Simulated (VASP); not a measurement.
Level of theory: PBEsol GGA, VASP's PBE PAW potentials (set 64) (plane waves; VASP 6.6.1).

VASP ran on this input.

**INCAR**
```
! general
SYSTEM = Na
PREC   = Accurate
ENCUT  = 400
LREAL  = .FALSE.
LASPH  = .TRUE.

! electronic loop
EDIFF  = 1E-6
NELM   = 100
ALGO   = Normal

! smearing
ISMEAR = 1
SIGMA  = 0.1

! functional
GGA    = PS

! ions
IBRION = 2
NSW    = 60
ISIF   = 3
EDIFFG = -0.01

! output
LWAVE  = .FALSE.
LCHARG = .FALSE.
```

File KPOINTS:
```
Automatic mesh
0
gamma
10 10 10
```

File POSCAR:
```
Na
1
    3.3602909227     0.0000000000     0.0000000000
    0.0000000000     3.3602909227    -0.0000000000
    0.0000000000     0.0000000000     3.3602909227
Na
1
Direct
  0.0000000000   0.0000000000   0.0000000000
```

POTCAR, in this order: Na_pv (PBE.64 set). Program: vasp_std.

Task: Predict the energy per atom (σ→0), volume per atom, band gap (on the k-mesh).

Result: 
```
Quantity                                                     Value
------------------------  ----------------------------------------
energy per atom (σ→0)                               -1.278 eV/atom
band gap (on the k-mesh)  none (metal, semimetal or under 0.01 eV)
volume per atom                                      37.84 Å³/atom
```

OSZICAR:
```
...
   1 F= -.12774886E+01 E0= -.12775407E+01  d E =-.127749E+01
       N       E                     dE             d eps       ncg     rms          rms(c)
DAV:   1    -0.127781718040E+01   -0.32933E-03   -0.98124E-03   784   0.222E+00    0.120E-01
DAV:   2    -0.127759516648E+01    0.22201E-03   -0.27032E-04   798   0.352E-01    0.602E-02
DAV:   3    -0.127752277368E+01    0.72393E-04   -0.13253E-04   812   0.238E-01    0.590E-03
DAV:   4    -0.127751755820E+01    0.52155E-05   -0.48933E-06   826   0.518E-02    0.485E-04
DAV:   5    -0.127751750815E+01    0.50053E-07   -0.14038E-08   448   0.236E-03
   2 F= -.12775175E+01 E0= -.12775680E+01  d E =-.289340E-04
```

The structure was generated: Na was put into the simple-cubic type (Pm-3m), which need not be its known phase. This run relaxes it. Symmetry was kept, so distortions that lower it aren't found. The start is the result of an earlier pass.
